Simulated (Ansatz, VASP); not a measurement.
# Ga2O3: VASP beside Ansatz

Aim: how closely do two programs agree when they are given the same cell, functional and k mesh? The cell is taken from a series of runs on this material, whose earlier steps may have relaxed, scaled, displaced or heated it; both programs get it as it stands.

Main program and level: Ansatz 0.2.0; plane waves, with VASP 6.6.1 beside it; single point at HF with an exact-exchange share of 1.

### Step 1. The starting structure

The structure is monoclinic, space group C2/m (No. 12). Conventional cell: a = 12.214 Å, b = 3.037 Å, c = 5.798 Å, α = 90.00°, β = 103.83°, γ = 90.00°. Ga has 4 O at 1.83 to 1.86 Å nearest. Nearest to Ga lie 6 O at 1.94 to 2.07 Å. O has 3 Ga at 1.83 to 1.94 Å nearest. O has 4 Ga at 1.86 to 2.07 Å nearest. Nearest to O lie 3 Ga at 1.83 to 1.94 Å. Farther neighbours and most contacts between anions are not listed.

### Step 2. VASP: single point, HF with an exact-exchange share of 1

With cell and atoms fixed, the geometry can't cause a difference; cores, projectors, grids and the points listed under the comparison can.

Lines of VASP's logs that name or quote its potential files are left out, and so is its time.

The run reads the wave functions of an earlier VASP run, which isn't shown here.

INCAR

```
SYSTEM = Ga2O3
PREC = Accurate
ENCUT = 520
EDIFF = 1E-06
NELM = 100
ISMEAR = 0
SIGMA = 0.01
LREAL = .FALSE.
ALGO = Normal
LHFCALC = .TRUE.
AEXX = 1
GGA = PE
ALDAC = 0
AGGAC = 0
LASPH = .TRUE.
NBANDS = 54
PRECFOCK = Fast
LORBIT = 11
LWAVE = .FALSE.
LCHARG = .FALSE.
KPAR = 4
NCORE = 2
ISIF = 2
```

POSCAR

```
Ga2O3
1.0
    6.1070000000     -1.5185500000      0.0000000000
    6.1070000000      1.5185500000      0.0000000000
   -1.3859888959      0.0000000000      5.6300087380
Ga O
4 6
Direct
    0.0905000000      0.0905000000      0.7946000000
    0.9095000000      0.9095000000      0.2054000000
    0.6586600000      0.6586600000      0.3140200000
    0.3413400000      0.3413400000      0.6859800000
    0.1645000000      0.1645000000      0.1098000000
    0.8355000000      0.8355000000      0.8902000000
    0.1733000000      0.1733000000      0.5632000000
    0.8267000000      0.8267000000      0.4368000000
    0.4959000000      0.4959000000      0.2566000000
    0.5041000000      0.5041000000      0.7434000000
```

KPOINTS

```
Automatic mesh
0
Gamma
4 4 2
0 0 0
```

The projector-augmented-wave data sets are Ga_d and O (PBE family, release 64).

Started as:

```console
$ mpirun -np 8 vasp_std
```

Numbers of over 12 decimals in the logs are rounded to 6 here.

Output:

```text
[banner, memory and clock lines left out]
running    8 mpi-ranks, on    1 nodes
 distrk:  each k-point on    2 cores,    4 groups
 distr:  one band on    2 cores,    1 groups

 POSCAR found type information on POSCAR GaO
 POSCAR found :  2 types and      10 ions
 LDA part: xc-table for (Slater+PW92), standard interpolation
 found WAVECAR, reading the header
 POSCAR, INCAR and KPOINTS ok, starting setup
 FFT: planning ... GRIDC
 FFT: planning ... GRID_SOFT
 FFT: planning ... GRID
 reading WAVECAR
 the WAVECAR file was read successfully
 initial charge from wavefunction
 entering main loop
       N       E                     dE             d eps       ncg     rms          rms(c)
DAV:   1    -0.129839472447E+03   -0.12984E+03   -0.25476E+01  2328   0.941E+01    0.307E+00
DAV:   2    -0.131683494183E+03   -0.18440E+01   -0.63371E+00  2104   0.175E+01    0.298E+00
DAV:   3    -0.131637561287E+03    0.45933E-01   -0.66833E-01  2284   0.615E+00    0.206E+00
DAV:   4    -0.131503338757E+03    0.13422E+00   -0.14748E-01  1984   0.314E+00    0.123E+00
DAV:   5    -0.131469590224E+03    0.33749E-01   -0.83907E-02  1790   0.205E+00    0.762E-01
DAV:   6    -0.131468696767E+03    0.89346E-03   -0.35744E-02  1730   0.121E+00    0.554E-01
DAV:   7    -0.131466116206E+03    0.25806E-02   -0.61565E-03  1646   0.619E-01    0.353E-01
DAV:   8    -0.131463870878E+03    0.22453E-02   -0.33844E-03  1958   0.476E-01    0.162E-01
DAV:   9    -0.131463747974E+03    0.12290E-03   -0.31650E-03  1696   0.341E-01    0.463E-02
DAV:  10    -0.131464009045E+03   -0.26107E-03   -0.10945E-03  1810   0.200E-01    0.444E-02
DAV:  11    -0.131463988806E+03    0.20238E-04   -0.85815E-05  2194   0.982E-02    0.352E-02
DAV:  12    -0.131463942186E+03    0.46620E-04   -0.49078E-05  2100   0.787E-02    0.146E-02
DAV:  13    -0.131463947835E+03   -0.56484E-05   -0.69085E-05  1710   0.557E-02    0.788E-03
DAV:  14    -0.131463956474E+03   -0.86397E-05   -0.26945E-05  1672   0.304E-02    0.104E-02
DAV:  15    -0.131463955051E+03    0.14231E-05   -0.12793E-06  1052   0.163E-02    0.701E-03
DAV:  16    -0.131463953583E+03    0.14677E-05   -0.22290E-06  1206   0.148E-02    0.283E-03
DAV:  17    -0.131463953849E+03   -0.26531E-06   -0.29752E-06  1378   0.102E-02
   1 F= -.13146395E+03 E0= -.13146395E+03  d E =-.602619E-23
```

From OUTCAR (step 2):

```text
ion  position               nearest neighbor table
   1  0.090  0.090  0.795-  10 1.83  10 1.83   5 1.83   7 1.86
   2  0.910  0.910  0.205-   9 1.83   9 1.83   6 1.83   8 1.86
   3  0.659  0.659  0.314-   9 1.94   5 1.94   5 1.94   8 2.01   7 2.07   7 2.07
   4  0.341  0.341  0.686-  10 1.94   6 1.94   6 1.94   7 2.01   8 2.07   8 2.07
   5  0.164  0.164  0.110-   1 1.83   3 1.94   3 1.94
   6  0.836  0.836  0.890-   2 1.83   4 1.94   4 1.94
   7  0.173  0.173  0.563-   1 1.86   4 2.01   3 2.07   3 2.07
   8  0.827  0.827  0.437-   2 1.86   3 2.01   4 2.07   4 2.07
   9  0.496  0.496  0.257-   2 1.83   2 1.83   3 1.94
  10  0.504  0.504  0.743-   1 1.83   1 1.83   4 1.94

  LATTYP: Found a base centered monoclinic cell.
 ALAT       =    12.2140000000
 B/A-ratio  =     0.2486572785
 C/A-ratio  =     0.4747093499
 COS(beta)  =    -0.2390419096

 Subroutine GETGRP returns: Found  4 space group operations
 (whereof  4 operations were pure point group operations)

The static configuration has the point symmetry C_2h.

 Found     14 irreducible k-points:

   k-points           NKPTS =     14   k-points in BZ     NKDIM =     32   number of bands    NBANDS=     54

   dimension x,y,z NGX =    48 NGY =   48 NGZ =   48
   dimension x,y,z NGXF=    96 NGYF=   96 NGZF=   96

   ENCUT  =  520.0 eV  38.22 Ry    6.18 a.u.  11.70 11.70 10.78*2*pi/ulx,y,z

   NELECT =      88.0000    total number of electrons

 k-points in reciprocal lattice and weights: Automatic mesh
   0.00000000  0.00000000  0.00000000       0.031
   0.25000000  0.00000000  0.00000000       0.125
   0.50000000  0.00000000  0.00000000       0.062
   0.25000000  0.25000000  0.00000000       0.062
   0.50000000  0.25000000  0.00000000       0.125
  -0.25000000  0.25000000  0.00000000       0.062
   0.50000000  0.50000000  0.00000000       0.031
   0.00000000  0.00000000  0.50000000       0.031
   0.25000000  0.00000000  0.50000000       0.125
[...]
-0.25000000  0.25000000  0.50000000       0.062
   0.50000000  0.50000000  0.50000000       0.031

  exchange ACFDT corr.  =         0.00000000  see jH, gK, PRB 81, 115126

 average (electrostatic) potential at core
       1 -33.5115       2 -33.5115       3 -33.5512       4 -33.5512       5 -41.7954
       6 -41.7954       7 -42.2027       8 -42.2027       9 -42.1713      10 -42.1713

 E-fermi :  -1.6364

 k-point     1 :       0.0000    0.0000    0.0000
  band No.  band energies     occupation
    ...
     40      -2.1911      2.00000
     41      -2.1858      2.00000
     42      -2.1817      2.00000
     43      -1.8501      2.00000
     44      -1.7033      2.00000
     45      11.8593      0.00000
     46      15.6517      0.00000
     47      16.2083      0.00000
     48      16.9735      0.00000
     49      17.6907      0.00000
    ...

 k-point     2 :       0.2500    0.0000    0.0000
  band No.  band energies     occupation
    ...
     40      -2.8707      2.00000
     41      -2.8252      2.00000
     42      -2.5109      2.00000
     43      -2.3086      2.00000
     44      -1.8185      2.00000
     45      14.3984      0.00000
     46      16.2247      0.00000
     47      17.4848      0.00000
     48      18.1050      0.00000
     49      18.3961      0.00000
    ...

 k-point     3 :       0.5000    0.0000    0.0000
  band No.  band energies     occupation
    ...
     40      -3.0888      2.00000
     41      -2.3598      2.00000
     42      -2.3021      2.00000
     43      -2.2837      2.00000
     44      -2.0249      2.00000
     45      15.2632      0.00000
     46      16.7035      0.00000
     47      17.3667      0.00000
     48      17.6905      0.00000
     49      17.9189      0.00000
    ...

  Total       -0.0310509     -0.0051926      0.2084925      0.0000000      0.0000000     -0.2036984
  in kB       -0.4764189     -0.0796706      3.1989310      0.0000000      0.0000000     -3.1253754
  external PRESSURE =       0.8809472 kB  Pullay stress =       0.0000000 kB

  energy-cutoff  :      520.00
  volume of cell :      104.42
      direct lattice vectors                 reciprocal lattice vectors
     6.107000000 -1.518550000  0.000000000     0.081873260 -0.329261467  0.020155462
     6.107000000  1.518550000  0.000000000     0.081873260  0.329261467  0.020155462
    -1.385988896  0.000000000  5.630008738     0.000000000  0.000000000  0.177619618

 POSITION                                       TOTAL-FORCE (eV/Angst)
 -----------------------------------------------------------------------------------
      0.00406      0.00000      4.47360         0.178172      0.000000     -0.020888
     10.82395      0.00000      1.15640        -0.178172      0.000000      0.020888
      7.60965      0.00000      1.76794         0.108282      0.000000      0.090653
      3.21837      0.00000      3.86207        -0.108282      0.000000     -0.090653
      1.85702      0.00000      0.61817        -0.361365      0.000000     -0.304675
      8.97099      0.00000      5.01183         0.361365      0.000000      0.304675
      1.33610      0.00000      3.17082        -0.161081      0.000000      0.214470
      9.49191      0.00000      2.45919         0.161081      0.000000     -0.214470
      5.70128      0.00000      1.44466        -0.040339      0.000000     -0.166152
      5.12673      0.00000      4.18535         0.040339      0.000000      0.166152
 -----------------------------------------------------------------------------------
    total drift:                               -0.000000     -0.000001     -0.000000

  FREE ENERGIE OF THE ION-ELECTRON SYSTEM (eV)
  ---------------------------------------------------
  free  energy   TOTEN  =      -131.4639538487 eV

  energy  without entropy=     -131.4639538487  energy(sigma->0) =     -131.46395385

 total charge
# of ion       s       p       d       tot
------------------------------------------
    1        0.599   0.811  10.345  11.755
    2        0.599   0.811  10.345  11.755
    3        0.492   0.638  10.308  11.438
    4        0.492   0.638  10.308  11.438
    5        1.565   3.657   0.000   5.222
    6        1.565   3.657   0.000   5.222
    7        1.568   3.658   0.000   5.226
    8        1.568   3.658   0.000   5.226
    9        1.564   3.686   0.000   5.250
   10        1.564   3.686   0.000   5.250
--------------------------------------------------
tot         11.576  24.900  41.306  77.782

[... 3 further parts left out ...]
```

The run ends at a pressure of 0.09 GPa, with forces up to 0.47 eV/Å.

(Continued in part 2 of 2.)

[Lines on the potential files, build, host, timing and source positions are cut from VASP's logs without a mark.]

[Logs are printed without paths, hosts, clocks, repeated set-up lines and the standing remarks that a program may print on its own settings, such as how far it seeks lower states.]

[Hosts, paths, dates, database ids (printed as entryN), source tags and the programs' standing remarks are cut or masked in the printed files.]
